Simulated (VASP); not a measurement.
Input:

```
Li2S
1.0
    0.00000     2.81900     2.81900
    2.81900     0.00000     2.81900
    2.81900     2.81900     0.00000
Li S
2 1
Direct
  0.25000   0.25000   0.25000
  0.75000   0.75000   0.75000
  0.00000   0.00000   0.00000
```

All values below come from MS2 meta-GGA, VASP's PBE PAW potentials (set 64) (plane waves; VASP 6.6.1). Numerical set-up: 520 eV cut-off, 8×8×8 Γ-centred mesh, tetrahedra with Blöchl corrections, potentials Li_sv S.

Q: Predict the energy per atom (σ→0), band gap (over mesh and band path) with the smallest direct gap where there is one.

A: 
- band gap (over mesh and band path) = 3.85 eV
- smallest direct gap (over mesh and band path) = 5.16 eV
- energy per atom (σ→0) = -6.203 eV/atom

The absolute energy has meaning only against runs of the same code, potentials and settings.

The compound is Li2S in the antifluorite structure. It was relaxed first.
